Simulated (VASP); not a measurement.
```
NaI
1.0
    0.00000     3.19801     3.19801
    3.19801     0.00000     3.19801
    3.19801     3.19801     0.00000
Na I
1 1
Direct
  0.00000   0.00000   0.00000
  0.50000   0.50000   0.50000
```

Calculation: PBEsol GGA, VASP's PBE PAW potentials (set 64) (plane waves; VASP 6.6.1). Settings: 400 eV cut-off, 7×7×7 Γ-centred mesh, Gaussian smearing of 0.010 eV, potentials Na_pv I.

Task: The job: NaI (rock salt), 2 atoms, PBEsol, DFPT for ε, Born charges and Γ modes, 400 eV, 7×7×7 Γ-centred mesh. Roughly how much core time does it take on a busy server core?

Result: About 6 core-minutes (one run on a shared machine, a rough figure). It had 20 irreducible k-points, 11 bands, up to 1243 plane waves and 155 electronic steps.

The compound is NaI in the rock salt structure. It was relaxed first.
